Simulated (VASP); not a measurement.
Data:

```
BeTe
1.0
    0.00000     2.82053     2.82053
    2.82053     0.00000     2.82053
    2.82053     2.82053     0.00000
Be Te
1 1
Direct
  0.00000   0.00000   0.00000
  0.25000   0.25000   0.25000
```

The numbers are results of SCAN meta-GGA, VASP's PBE PAW potentials (set 64) (plane waves; VASP), not measurements. Run with 400 eV cut-off, 9×9×9 Γ-centred mesh, tetrahedra with Blöchl corrections, potentials Be Te.

Unless said otherwise, spin-orbit coupling is left out, though it shifts the bands of the heavy elements here.

Q: Tabulate the total density of states (states/eV per cell) against energy (eV; zero at the valence-band maximum or, without a gap, the Fermi level).

A: 
(E (eV), DOS (states/eV)): (-9.98, 0.00); (-9.74, 0.00); (-9.62, 0.00); (-9.38, 0.00); (-9.14, 0.00); (-9.02, 0.00); (-8.78, 0.00); (-8.54, 0.00); (-8.42, 0.00); (-8.18, 0.00); (-7.94, 0.00); (-7.82, 0.00); (-7.58, 0.00); (-7.34, 0.00); (-7.22, 0.00); (-6.98, 0.00); (-6.74, 0.00); (-6.62, 0.00); (-6.38, 0.00); (-6.14, 0.00); (-6.02, 0.00); (-5.78, 0.00); (-5.66, 0.03); (-5.42, 0.48); (-5.18, 1.25); (-5.06, 2.13); (-4.82, 1.57); (-4.58, 0.74); (-4.46, 0.62); (-4.22, 0.39); (-3.98, 0.40); (-3.86, 0.64); (-3.62, 1.14); (-3.38, 1.02); (-3.26, 1.01); (-3.02, 1.17); (-2.78, 1.56); (-2.66, 1.72); (-2.42, 1.68); (-2.18, 1.62); (-2.06, 1.58); (-1.82, 1.54); (-1.58, 1.54); (-1.46, 1.48); (-1.22, 1.28); (-0.98, 0.82); (-0.86, 0.69); (-0.62, 0.46); (-0.38, 0.28); (-0.26, 0.21); (-0.02, 0.00); (0.22, 0.00); (0.34, 0.00); (0.58, 0.00); (0.82, 0.00); (0.94, 0.00); (1.18, 0.00); (1.42, 0.00); (1.54, 0.00); (1.78, 0.00); (1.90, 0.00); (2.14, 0.00); (2.38, 0.05); (2.50, 0.12); (2.74, 0.27); (2.98, 0.42); (3.10, 0.52); (3.34, 0.73); (3.58, 1.10); (3.70, 1.45); (3.94, 2.34); (4.18, 2.18); (4.30, 1.51); (4.54, 0.74); (4.78, 1.07); (4.90, 2.31); (5.14, 1.89); (5.38, 1.66); (5.50, 1.69); (5.74, 1.34)
Within 2 eV below the valence-band maximum the largest weight inside VASP's projection spheres is Te p, then Be p.

The structure comes from a measured BeTe entry (F-43m) of the Crystallography Open Database, whose conditions weren't checked. It was relaxed first, which changed the volume by +6 %.
